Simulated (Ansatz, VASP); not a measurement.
# MgTiTe3 in two plane-wave programs

One calculation is typed for both programs; each brings its own data sets. How far apart do they land? The cell is generated by rule, not measured, and may not be a known phase. The cell is taken from a series of runs on this material, whose earlier steps may have relaxed, scaled, displaced or heated it; both programs get it as it stands.

Main program and level: Ansatz 0.2.0; plane waves, with VASP 6.6.1 beside it; relaxation of cell and atoms at PBE with D3(BJ).

The structure was built from a prototype and need not be the compound's stable phase.

**1. The starting structure**

Symmetry: Cm, No. 8, monoclinic system. Conventional cell: a = 7.207 Å, b = 7.962 Å, c = 5.606 Å, α = 90.00°, β = 92.14°, γ = 90.00°. Mg has 5 Te at 2.90 to 2.97 Å nearest. Nearest to Ti lie 6 Te at 2.53 to 3.11 Å. Te has 2 Ti at 2.53 to 3.11 Å and 1 Mg at 2.90 Å nearest. Nearest to Te lie 2 Ti at 2.75 to 2.80 Å and 2 Mg at 2.91 to 2.97 Å. Farther neighbours and most contacts between anions are not listed.

**2. VASP: relaxation of cell and atoms, PBE with D3(BJ)**

The relaxed volume is the usual yardstick between codes: in a stiff, nearly cubic crystal its relative difference is about their pressure difference at one cell divided by the bulk modulus.

Lines of VASP's logs that name or quote its potential files are left out, and so is its time.

Contents of INCAR:

```
SYSTEM = MgTiTe3
PREC = Accurate
ENCUT = 600
EDIFF = 1E-07
NELM = 120
ISMEAR = 1
SIGMA = 0.2
LREAL = .FALSE.
ALGO = Normal
GGA = PE
IVDW = 12
NBANDS = 22
LASPH = .TRUE.
LORBIT = 11
LWAVE = .FALSE.
LCHARG = .FALSE.
ISIF = 3
IBRION = 2
NSW = 80
EDIFFG = -0.005
GGA_COMPAT = .FALSE.
NELMIN = 4
KPAR = 2
```

Contents of POSCAR:

```
MgTiTe3
1.0
    3.6036770000     -3.9811840000      0.0000000000
    3.6036770000      3.9811840000      0.0000000000
   -0.2094780000      0.0000000000      5.6025500000
Mg Ti Te
1 1 3
Direct
    0.0685050972      0.0685050972      0.7954891969
    0.4705514331      0.4705514331      0.5031924749
    0.4248601470      0.4248601470      0.0530579825
    0.5610739278      0.9867852238      0.5956302041
    0.9867852238      0.5610739278      0.5956302041
```

Contents of KPOINTS:

```
Automatic mesh
0
Gamma
8 8 6
0 0 0
```

Potentials, in the order of the species: Mg, Ti_sv and Te (PBE family, release 64).

Launch:

```sh
$ mpirun -np 2 vasp_std
```

Numbers of over 12 decimals in the logs are rounded to 6 here.

What it wrote:

```text
[banner, memory and clock lines left out]
running    2 mpi-ranks, on    1 nodes
 distrk:  each k-point on    1 cores,    2 groups
 distr:  one band on    1 cores,    1 groups

 POSCAR found type information on POSCAR MgTiTe
 POSCAR found :  3 types and       5 ions
 LDA part: xc-table for (Slater+PW92), standard interpolation
 POSCAR, INCAR and KPOINTS ok, starting setup
 FFT: planning ... GRIDC
 FFT: planning ... GRID_SOFT
 FFT: planning ... GRID
 WAVECAR not read
 entering main loop
       N       E                     dE             d eps       ncg     rms          rms(c)
DAV:   1     0.242306115826E+03    0.24231E+03   -0.14498E+04  5128   0.140E+03
DAV:   2     0.652933255672E+01   -0.23578E+03   -0.22605E+03  5684   0.309E+02
DAV:   3    -0.214478363817E+02   -0.27977E+02   -0.26896E+02  8830   0.914E+01
DAV:   4    -0.234182368926E+02   -0.19704E+01   -0.19613E+01  7390   0.222E+01
DAV:   5    -0.235275504423E+02   -0.10931E+00   -0.10890E+00  7020   0.465E+00    0.123E+01
DAV:   6    -0.255913304223E+02   -0.20638E+01   -0.16726E+01  7002   0.394E+01    0.252E+01
DAV:   7    -0.212918621154E+02    0.42995E+01   -0.24510E+01  7136   0.488E+01    0.831E+00
DAV:   8    -0.208506336916E+02    0.44123E+00   -0.13532E+00  5394   0.807E+00    0.392E+00
DAV:   9    -0.206924817867E+02    0.15815E+00   -0.71558E-01  7152   0.775E+00    0.234E+00
DAV:  10    -0.206653282283E+02    0.27154E-01   -0.12197E-01  6562   0.389E+00    0.685E-01
DAV:  11    -0.206636622119E+02    0.16660E-02   -0.75928E-03  5784   0.727E-01    0.515E-01
DAV:  12    -0.206627672438E+02    0.89497E-03   -0.28499E-03  7024   0.379E-01    0.242E-01
DAV:  13    -0.206629125962E+02   -0.14535E-03   -0.34418E-04  5994   0.124E-01    0.121E-01
DAV:  14    -0.206628906456E+02    0.21951E-04   -0.11400E-04  7426   0.936E-02    0.501E-02
DAV:  15    -0.206629156865E+02   -0.25041E-04   -0.50690E-05  5484   0.367E-02    0.124E-02
DAV:  16    -0.206629184922E+02   -0.28057E-05   -0.83431E-06  7506   0.223E-02    0.975E-03
DAV:  17    -0.206629191047E+02   -0.61247E-06   -0.13825E-06  5436   0.709E-03    0.834E-03
DAV:  18    -0.206629191079E+02   -0.31932E-08   -0.19737E-07  4924   0.368E-03
   1 F= -.22441121E+02 E0= -.22442675E+02  d E =-.224411E+02
 curvature:   0.00 expect dE= 0.000E+00 dE for cont linesearch  0.000E+00
 trial: gam= 0.00000 g(F)=  0.641E-05 g(S)=  0.145E-04 ort = 0.000E+00 (trialstep = 0.100E+01)
 search vector abs. value=  0.209E-04
 bond charge predicted
       N       E                     dE             d eps       ncg     rms          rms(c)
DAV:   1    -0.206624252777E+02    0.49383E-03   -0.14483E-03  5756   0.487E-01    0.523E-02
DAV:   2    -0.206624931263E+02   -0.67849E-04   -0.36293E-04  6608   0.217E-01    0.733E-02
DAV:   3    -0.206624011983E+02    0.91928E-04   -0.12008E-04  6612   0.138E-01    0.181E-02
DAV:   4    -0.206623969292E+02    0.42691E-05   -0.20861E-05  6414   0.340E-02    0.476E-03
DAV:   5    -0.206623974536E+02   -0.52437E-06   -0.24136E-06  7312   0.854E-03    0.469E-03
DAV:   6    -0.206623977168E+02   -0.26320E-06   -0.20869E-07  5028   0.291E-03    0.272E-03
DAV:   7    -0.206623979910E+02   -0.27424E-06   -0.14896E-07  4176   0.259E-03    0.687E-04
DAV:   8    -0.206623980335E+02   -0.42452E-07   -0.34011E-08  2538   0.114E-03
   2 F= -.22441137E+02 E0= -.22442674E+02  d E =-.158779E-04
 trial-energy change:   -0.000016  1 .order   -0.000014   -0.000021   -0.000007
 step:   1.2778(harm=  1.5485)  dis= 0.00023  next Energy=   -22.441138 (dE=-0.169E-04)
 reached required accuracy - stopping structural energy minimisation
```

Parts of OUTCAR (step 2):

```text
ion  position               nearest neighbor table
   1  0.069  0.069  0.795-   3 2.90   5 2.91   4 2.91   4 2.97   5 2.97
   2  0.471  0.471  0.503-   3 2.53   4 2.75   5 2.75   4 2.80   5 2.80   3 3.11
   3  0.425  0.425  0.053-   2 2.53   1 2.90   2 3.11   5 3.57   4 3.57
   4  0.561  0.987  0.596-   2 2.75   2 2.80   1 2.91   1 2.97   5 3.39   3 3.57   5 3.65   5 3.65

  LATTYP: Found a base centered monoclinic cell.
 ALAT       =     7.2073540000
 B/A-ratio  =     1.1047560589
 C/A-ratio  =     0.7778811473
 COS(beta)  =    -0.0373636521

 Subroutine GETGRP returns: Found  2 space group operations
 (whereof  2 operations were pure point group operations)

The static configuration has the point symmetry C_1h.

 Found    114 irreducible k-points:

   k-points           NKPTS =    114   k-points in BZ     NKDIM =    114   number of bands    NBANDS=     22

   dimension x,y,z NGX =    48 NGY =   48 NGZ =   48
   dimension x,y,z NGXF=    96 NGYF=   96 NGZF=   96

   ENCUT  =  600.0 eV  44.10 Ry    6.64 a.u.  10.73 10.73 11.20*2*pi/ulx,y,z

   NELECT =      32.0000    total number of electrons

 k-points in reciprocal lattice and weights: Automatic mesh
   0.00000000  0.00000000  0.00000000       0.003
   0.12500000  0.00000000 -0.00000000       0.010
   0.25000000  0.00000000 -0.00000000       0.010
   0.37500000  0.00000000 -0.00000000       0.010
   0.50000000  0.00000000 -0.00000000       0.005
   0.12500000  0.12500000 -0.00000000       0.005
   0.25000000  0.12500000 -0.00000000       0.010
   0.37500000  0.12500000 -0.00000000       0.010
   0.50000000  0.12500000  0.00000000       0.010
[...]
-0.37500000  0.37500000  0.50000000       0.005
   0.50000000  0.50000000  0.50000000       0.003

 Edisp (eV)   -1.77820

 average (electrostatic) potential at core
       1 -38.1406       2 -77.3071       3 -89.6534       4 -89.7540       5 -89.7540

 E-fermi :   4.4119

 k-point     1 :       0.0000    0.0000    0.0000
  band No.  band energies     occupation
    ...
     13       3.0505      2.00000
     14       3.2286      2.00000
     15       3.4816      2.00000
     16       3.5643      2.00000
     17       4.2209      2.03959
     18       5.3368     -0.00000
     19       5.4773     -0.00000
     20       5.5915     -0.00000
     21       5.8643     -0.00000
     22       6.1615     -0.00000

 k-point     2 :       0.1250    0.0000   -0.0000
  band No.  band energies     occupation
    ...
     13       2.9246      2.00000
     14       3.1280      2.00000
     15       3.3763      2.00000
     16       3.7121      2.00001
     17       4.3312      1.62556
     18       5.0642     -0.00004
     19       5.4364     -0.00000
     20       5.6221     -0.00000
     21       6.0985     -0.00000
     22       6.2582     -0.00000

 k-point     3 :       0.2500    0.0000   -0.0000
  band No.  band energies     occupation
    ...
     12       2.3936      2.00000
     13       2.5537      2.00000
     14       3.0570      2.00000
     15       3.1827      2.00000
     16       3.8065      2.00016
     17       4.5915     -0.02204
     18       4.9121     -0.00231
     19       5.5270     -0.00000
     20       5.6469     -0.00000
     21       6.1788     -0.00000
    ...

 Edisp (eV)   -1.77874

  Total      -0.01114     0.00790     0.00997     0.00000     0.00000    -0.00509
  in kB      -0.11107     0.07879     0.09942     0.00000     0.00000    -0.05072
  external pressure =        0.02 kB  Pullay stress =        0.00 kB

  energy-cutoff  :      600.00
  volume of cell :      160.71
      direct lattice vectors                 reciprocal lattice vectors
     3.602520837 -3.981433227 -0.000455472     0.138792361 -0.125582917  0.005205443
     3.602520837  3.981433227 -0.000455472     0.138792361  0.125582917  0.005205443
    -0.210118830  0.000000000  5.602383742     0.000022568  0.000000000  0.178496295

 POSITION                                       TOTAL-FORCE (eV/Angst)
 -----------------------------------------------------------------------------------
      0.32660      0.00000      4.45641         0.002710      0.000000     -0.002530
      3.28473      0.00000      2.81836        -0.001008      0.000000     -0.001017
      3.04984      0.00000      0.29704        -0.002249      0.000000     -0.000792
      5.45097      1.69477      3.33638         0.000273     -0.001796      0.002169
      5.45097     -1.69477      3.33638         0.000273      0.001796      0.002169
 -----------------------------------------------------------------------------------
    total drift:                               -0.000369      0.000000      0.000345

  FREE ENERGIE OF THE ION-ELECTRON SYSTEM (eV)
  ---------------------------------------------------
  free  energy   TOTEN  =       -22.4411369866 eV

  energy  without entropy=      -22.4457478713  energy(sigma->0) =      -22.44267395

 reached required accuracy - stopping structural energy minimisation

 total charge
# of ion       s       p       d       tot
------------------------------------------
    1        0.170   0.108   0.023   0.302
    2        2.172   6.106   1.901  10.180
    3        1.379   2.033   0.023   3.434
    4        1.368   2.052   0.031   3.452
    5        1.368   2.052   0.031   3.452
--------------------------------------------------
tot          6.458  12.352   2.010  20.819

[... 3 further parts left out ...]
```

CONTCAR:

```
MgTiTe3
   1.00000000000000
     3.6025208373286128   -3.9814332274985684   -0.0004554724236987
     3.6025208373286128    3.9814332274985684   -0.0004554724236987
    -0.2101188301689379    0.0000000000000000    5.6023837419650349
  Mg              Ti              Te
     1     1     3
Direct
     0.0685277559530832    0.0685277559530832    0.7954605990532678
     0.4705657465619396    0.4705657465619396    0.5031404851756850
     0.4248408008603409    0.4248408008603409    0.0530897063714752
     0.5610863318603729    0.9867551936642628    0.5956546359497820
     0.9867551936642628    0.5610863318603729    0.5956546359497820
```

The run keeps the 2 symmetry operations of its start, so it cannot find a distortion of lower symmetry.

[end of part 1 of 2]

[Lines on the potential files, build, host, timing and source positions are cut from VASP's logs without a mark.]

[Logs are printed without paths, hosts, clocks, repeated set-up lines and the standing remarks that a program may print on its own settings, such as how far it seeks lower states.]

[Hosts, paths, dates, database ids (printed as entryN), source tags and the programs' standing remarks are cut or masked in the printed files.]
